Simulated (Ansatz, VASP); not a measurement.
This is a calculation of CaB2 for Ansatz 0.2.0. The cell comes from a database or a generator and needn't be the stable form of this composition.

input.yaml

```yaml
crystal:
  lattice:
    - [3.2264302843, 0.0, 0.0]
    - [-1.6132151421, 2.7941705897, 0.0]
    - [0.0, 0.0, 4.067392]
  atoms:
    - { symbol: Ca, position: [0.0, 0.0, 0.0] }
    - { symbol: B, position: [0.6666666667, 0.3333333333, 0.5] }
    - { symbol: B, position: [0.3333333333, 0.6666666667, 0.5] }
hamiltonian:
  xc: r2scan
  pseudopotentials: { kind: paw }
kpoints:
  mp_grid: { grid: [9, 9, 7] }
scf:
  occupations: { method: fermi_dirac, width: 0.05 }
output:
  forces: true
  stress: true
  eigenvalues: true
relax:
  f_tol: 0.01
  max_steps: 40
  cell: { stress_tol: 0.05 }
```

Potentials or basis: Ansatz PAW.

Command:

```console
$ ansatz run input.yaml --threads 2 --pin off --max-ram 5632MiB --backend cpu --events-out ev --progress --plain --runs-dir out
```

Problem. Translate it to VASP 6.6.1. Potentials or basis there: PBE PAW files B, Ca_sv, 600 eV.

Solution. As run (cutoffs and basis follow the program's own potentials, and thresholds, step limits or extra output files can differ):

File INCAR:

```
SYSTEM = CaB2
ALGO = Normal
EDIFF = 1E-6
EDIFFG = -0.01
ENCUT = 600
IBRION = 2
ISIF = 3
ISMEAR = -1
LASPH = .True.
LCHARG = .False.
LMIXTAU = .True.
LREAL = .False.
LWAVE = .False.
METAGGA = R2SCAN
NELM = 60
NSW = 40
PREC = Accurate
SIGMA = 0.05
```

File KPOINTS:

```
k-points
0
Gamma
  9 9 7
  0 0 0
```

Contents of POSCAR:

```
CaB2
1.0
    3.2264302843      0.0000000000      0.0000000000
   -1.6132151421      2.7941705897      0.0000000000
    0.0000000000      0.0000000000      4.0673920000
Ca B
1 2
Direct
    0.0000000000      0.0000000000      0.0000000000
    0.6666666667      0.3333333333      0.5000000000
    0.3333333333      0.6666666667      0.5000000000
```

Potentials or basis: VASP PAW PBE potentials, release 64 (Ca_sv, B).

Command:

```sh
$ cat potpaw_PBE.64/Ca_sv/POTCAR potpaw_PBE.64/B/POTCAR > POTCAR
$ mpirun -np 1 vasp_std > vasp.out
```

Both were run:

|  | Ansatz | VASP |
| --- | --- | --- |
| Relaxed volume | 12.19 Å³/atom | 12.25 Å³/atom |
| Relaxed cell | a = 3.220 Å, b = 3.220 Å, c = 4.071 Å, α = 90.00°, β = 90.00°, γ = 120.00° | a = 3.224 Å, b = 3.224 Å, c = 4.082 Å, α = 90.00°, β = 90.00°, γ = 120.00° |
| Space group after relaxing | P6/mmm (No. 191) | P6/mmm (No. 191) |
| Pressure after relaxing | 0.0 GPa | -0.1 GPa |

Ansatz's pressure holds a Pulay term of +0.02 GPa for its cutoff of 500 eV, which the other run lacks.

Ansatz's potentials were made for PBE. VASP's potentials were made for PBE.

Where Ansatz's input types no cutoff or centring, it takes its own default and a Γ-centred mesh.

Pressure is positive in compression.
